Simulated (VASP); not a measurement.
## InP: energy against volume

InP (zinc blende, F-43m, 25.380 Å³/atom and stress up to 0.02 GPa in the relaxed cell, cube axes along x, y and z) under an equal strain ε along all three axes. PBEsol in VASP (plane waves, PAW), 480 eV, 10×10×10 Γ-centred mesh, Gaussian smearing 0.05 eV; ions are relaxed, or left where forces stay under 0.02 eV/Å, within the symmetry of each cell.

Here V stands for volume and E for E less E0.

```
volume (Å³/atom)  E less E0 (meV/atom)  pressure (GPa)
----------------  --------------------  --------------
23.8879                          21.12            4.68
24.2554                          11.79            3.39
24.6266                           5.25            2.18
25.0016                           1.37            1.06
25.3804                           0.00            0.02
25.7630                           1.02           -0.94
26.1495                           4.29           -1.84
26.5398                           9.69           -2.67
26.9339                          17.10           -3.42
27.7339                              ?               ?
```

Fit E against V with the third-order Birch-Murnaghan form, a cubic in V^(-2/3), and predict the withheld value at V = 27.7339.

With u = V^(-2/3) - 0.1158, the rows have u = 0.0047632, 0.0035423, 0.0023400, 0.0011557, -0.0000109, -0.0011601, -0.0022925, -0.0034081, -0.0045072. Least squares gives E = 0.007 + 152.0·u + 886711·u² + 2539218·u³. Residuals (row less fit): -0.003, 0.005, 0.000, -0.001, -0.005, 0.000, 0.002, 0.002, -0.003; standard error 0.004 (degrees of freedom: 5). Its minimum lies at u = -0.0000857, so V0 = (0.1157143)^(-3/2) = 25.41. There d²E/du² = 1772000 and d³E/du³ = 1.524e7, so B0 = (4/9) × 25.41^(-7/3) × 1772000 × 0.160218 = 66.5 GPa (the last factor turns the table's units into GPa), and B0' = 4 + (2/3) × 0.1157143 × (1.524e7)/1772000 = 4.7. B0' rests on the cubic coefficient alone and has a standard error of 0.1 from these residuals. At the withheld row, u = -0.0066578, so E = 0.007 + 152.0 × (-0.0066578) + 886711 × (-0.0066578)² + 2539218 × (-0.0066578)³ = 37.550 meV/atom. The calculation gives 37.54 meV/atom, 0.010 meV/atom below the prediction (0.0 % of the range of E in the table). The row lies outside the fitted rows, so this is an extrapolation. The scatter of the fitted rows lies at the last printed digit.

Other structures, which can take over under pressure, weren't tried. The same form fitted to the pressure column gives B0' = 4.7; series where the two differ by over 0.4 aren't shown. Rows are the converged runs of the series near zero and its far end, less any whose ions stayed unrelaxed beside relaxed ones; series whose fitted rows scatter by over a few per cent of the range, as at a crossing or softening among them, aren't shown in this form.
